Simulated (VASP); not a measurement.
Here is the system:

```xyz
2
Lattice="0.0000 2.3413 2.3413 2.3413 0.0000 2.3413 2.3413 2.3413 0.0000" Properties=species:S:1:pos:R:3 pbc="T T T"
Na     0.0000     0.0000     0.0000
F      2.3413     2.3413     2.3413
```

Level of theory: PBE GGA with D4 dispersion, VASP's PBE PAW potentials (set 64) (plane waves; VASP). Numerical set-up: 520 eV cut-off, 10×10×10 Γ-centred mesh, Gaussian smearing of 0.050 eV, potentials Na_pv F.

Task: Give the energy at these volumes per atom, relative to the lowest: 11.98, 12.36, 12.74, 13.13, 13.51 Å³.

Result: 9.3, 2.7, 0.0, 0.9, 4.6 meV/atom. A third-order Birch-Murnaghan fit gives B0 = 46.6 GPa and B0′ = 4.5.

The compound is NaF in the rock salt structure. It was relaxed first.
